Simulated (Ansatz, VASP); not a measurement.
Two plane-wave programs on InRu2

```
In Ru
1.0
     0.00000    3.03250    3.03250
     3.03250    0.00000    3.03250
     3.03250    3.03250    0.00000
In Ru
1 2
Cartesian
  0.0000 0.0000 0.0000
  1.5162 1.5162 1.5162
  3.0325 3.0325 3.0325
```

Change from the starting cell: species swapped into the Cu2Se type (F-43m, No. 216).

Alike in both runs: task single point; functional PBE; k mesh 6 × 6 × 6; occupations gaussian, width 0.1 eV; collinear spin.

|  | VASP | Ansatz |
| --- | --- | --- |
| version | VASP 6.6.1 | Ansatz 0.2.0 |
| potentials or method | VASP PAW PBE potentials, release 64 (In_d, Ru_pv) | scalar-relativistic, plane waves, PAW |
| plane-wave cutoff (eV) | 520 | 420 |
| valence electrons in the cell | 41 | 45 |

|  | VASP | Ansatz | Ansatz less VASP |
| --- | --- | --- | --- |
| gap on the k mesh at the Fermi level (eV) | none | none | - |
| pressure (GPa) | 0.2 | 0.1 | -0.03 |
| net moment per atom (μB) | 0.00 | 0.01 | +0.006 |

A gap of «none» marks a metal or a gap that the smearing closes. The two sets of potentials don't hold the same shells in valence. Ansatz warned: «seeded_moment_not_kept».
